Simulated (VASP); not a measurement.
Energy against volume of NiSb (NiAs type). All values below come from PW91 GGA, VASP's PBE PAW potentials (set 64) (plane waves; VASP 6.6.1). Settings: 520 eV cut-off, 9×9×6 Γ-centred mesh, first-order Methfessel-Paxton smearing of 0.10 eV, potentials Ni Sb.

Shape and ions are relaxed at each volume.

| V (Å³/atom) | E (eV/atom) |
|---|---|
| 16.640 | -5.06317 |
| 17.171 | -5.08184 |
| 17.702 | -5.08734 |
| 18.233 | -5.08179 |

### Question
Fit these four points and predict the energy of the run at 18.764 Å³/atom.

### Answer
A cubic in V^(−2/3), the third-order Birch-Murnaghan form, passes through the four points with V0 = 17.69 Å³/atom and B0 = 111 GPa, and gives -5.0670 eV/atom there. The run gave -5.0669 eV/atom, +0.0 meV/atom from the fit; all five points give B0 = 111 GPa.

The compound is NiSb in the NiAs type structure. It was relaxed first. The run is not spin-polarised, so no magnetic state was tried.
